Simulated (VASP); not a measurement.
Level of theory: LDA (Ceperley-Alder, Perdew-Zunger), VASP's LDA PAW potentials (set 64) (plane waves; VASP).

A VASP calculation is set up with these files.

File POSCAR:
```
ZrB
1
    3.1437910000     0.0000000000     0.0000000000
   -1.5718960000     2.7226020000     0.0000000000
    0.0000000000     0.0000000000     3.0681840000
Zr B
1 1
Direct
  0.0000000000   0.0000000000   0.0000000000
  0.6666670000   0.3333330000   0.5000000000
```

### KPOINTS
```
Automatic mesh
0
Gamma
6 6 6
0 0 0
```

INCAR:
```
SYSTEM = ZrB
PREC = Accurate
ENCUT = 400
EDIFF = 1E-6
NELM = 100
ALGO = Normal
LREAL = .FALSE.
LASPH = .TRUE.
ISMEAR = 0
SIGMA = 0.136
LMAXMIX = 4
LWAVE = .FALSE.
LCHARG = .FALSE.
ISIF = 2
```

POTCAR, in this order: Zr_sv B (LDA.64 set). Program: vasp_std.

At this cut-off the stress carries a Pulay error, which pulls relaxed volumes low.

**Question.** Predict the energy per atom (σ→0), pressure, band gap (on the k-mesh).

**Answer.** 
```
Property                                                     Value
------------------------  ----------------------------------------
energy per atom (σ→0)                               -8.056 eV/atom
band gap (on the k-mesh)  none (metal, semimetal or under 0.01 eV)
pressure                                                 19.05 GPa
```

OSZICAR:
```
...
DAV:   6    -0.161156833524E+02    0.20747E+01   -0.84438E+00   684   0.201E+01    0.781E+00
DAV:   7    -0.161230734527E+02   -0.73901E-02   -0.26698E-01   826   0.402E+00    0.431E+00
DAV:   8    -0.161222081487E+02    0.86530E-03   -0.40617E-02   742   0.196E+00    0.224E-01
DAV:   9    -0.161219467968E+02    0.26135E-03   -0.41344E-03   856   0.427E-01    0.125E-01
DAV:  10    -0.161219435095E+02    0.32872E-05   -0.21986E-04   752   0.191E-01    0.340E-02
DAV:  11    -0.161219407028E+02    0.28067E-05   -0.36020E-05   739   0.544E-02    0.925E-03
DAV:  12    -0.161219401819E+02    0.52090E-06   -0.17798E-06   617   0.160E-02
   1 F= -.16121940E+02 E0= -.16112570E+02  d E =-.187402E-01
```

The structure was generated: ZrB was put into an ordered model structure, which need not be its known phase. The cell was not relaxed at this level. The k-mesh is coarse (spacing up to 0.38 per Å, 2π included), so the numbers may not be converged in it. The run is one of a series of settings (GGA removed, POTCAR Zr_sv B (LDA.64 set) against the base run), some of them coarse on purpose. The electron count is odd and the run is not spin-polarised, which forces a metal.
